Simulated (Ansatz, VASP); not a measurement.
**Si2B2C: VASP beside Ansatz**

```
Si B C
1.0
     2.94769    0.00000    0.00000
    -1.47384    2.55277    0.00000
     0.00000    0.00000   11.59984
Si B C
4 4 2
Direct
  0.66667 0.33333 0.64738
  0.66667 0.33333 0.85262
  0.33333 0.66667 0.35262
  0.33333 0.66667 0.14738
  0.66667 0.33333 0.47607
  0.66667 0.33333 0.02393
  0.33333 0.66667 0.97607
  0.33333 0.66667 0.52393
  0.00000 0.00000 0.75000
  0.00000 0.00000 0.25000
```

Change from the starting cell: species swapped into the Ho2TeO2 type (P6_3/mmc, No. 194).

Alike in both runs: functional PBE; k mesh 12 × 12 × 4; occupations gaussian, width 0.1 eV; no spin polarisation.

Ansatz relaxed the structure, and its values are those at the end. VASP's run is a single point on that final structure, the one shown.

```csv
,VASP,Ansatz
version,VASP 6.6.1,Ansatz 0.2.0
potentials or method,"VASP PAW PBE potentials, release 64 (Si, B, C)","scalar-relativistic, plane waves, PAW"
plane-wave cutoff (eV),520,420
valence electrons in the cell,36,36
```

|  | VASP | Ansatz | Ansatz less VASP |
| --- | --- | --- | --- |
| gap on the k mesh at the Fermi level (eV) | none | none | - |
| pressure (GPa) | 0.0 | 0.0 | +0.02 |

A gap of «none» marks a metal or a gap that the smearing closes.
